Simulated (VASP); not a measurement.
OSZICAR of a VASP run on Co (hcp):

### OSZICAR
```
       N       E                     dE             d eps       ncg     rms          rms(c)
DAV:   1     0.857184353306E+02    0.85718E+02   -0.83862E+03 14736   0.160E+03
DAV:   2    -0.832508293543E+01   -0.94044E+02   -0.86939E+02 14435   0.256E+02
DAV:   3    -0.105610516045E+02   -0.22360E+01   -0.21748E+01 16934   0.558E+01
DAV:   4    -0.105963961181E+02   -0.35345E-01   -0.35337E-01 21132   0.538E+00
DAV:   5    -0.105967136716E+02   -0.31755E-03   -0.31761E-03 17556   0.484E-01    0.140E+01
DAV:   6    -0.916933566067E+01    0.14274E+01   -0.11807E+01 15576   0.698E+01    0.676E+00
DAV:   7    -0.879957587836E+01    0.36976E+00   -0.17021E+00 16269   0.257E+01    0.359E+00
DAV:   8    -0.878218327366E+01    0.17393E-01   -0.16706E-02 19987   0.145E+00    0.182E+00
DAV:   9    -0.876914079593E+01    0.13042E-01   -0.37031E-03 21622   0.109E+00    0.556E-01
DAV:  10    -0.876857828962E+01    0.56251E-03   -0.16013E-03 18584   0.571E-01    0.597E-02
DAV:  11    -0.876859160248E+01   -0.13313E-04   -0.70484E-05 17855   0.933E-02    0.272E-02
DAV:  12    -0.876859005499E+01    0.15475E-05   -0.40170E-06 17789   0.246E-02    0.152E-02
DAV:  13    -0.876858284539E+01    0.72096E-05   -0.27837E-06 19829   0.247E-02    0.101E-02
DAV:  14    -0.876858593828E+01   -0.30929E-05   -0.43532E-07 17390   0.798E-03    0.200E-03
DAV:  15    -0.876858715176E+01   -0.12135E-05   -0.31650E-08  8572   0.302E-03    0.138E-03
DAV:  16    -0.876858687191E+01    0.27985E-06   -0.80512E-09  7942   0.144E-03    0.490E-04
DAV:  17    -0.876858667105E+01    0.20085E-06   -0.17770E-09  7788   0.489E-04    0.706E-05
DAV:  18    -0.876858664758E+01    0.23477E-07   -0.52415E-10  7746   0.244E-04
   1 F= -.87685866E+01 E0= -.87685866E+01  d E =0.000000E+00  mag=     3.1025
```

Problem. Which electronic solver shows in the log?

Solution. It is blocked Davidson (ALGO = Normal, or the opening steps of other solvers). The INCAR had ALGO = Normal.

Problem. How was spin treated?

Solution. Collinear spin (ISPIN = 2): the summary line carries one mag value, 3.10 μB in the cell.

Problem. Can the final energy be trusted as converged?

Solution. The run converged. It stopped with EDIFF = 1E-7, NELM = 100 (optB88-vdW, plane waves, VASP's PBE PAW potentials (set 64)).

The compound is Co in the hcp structure. It was relaxed first.
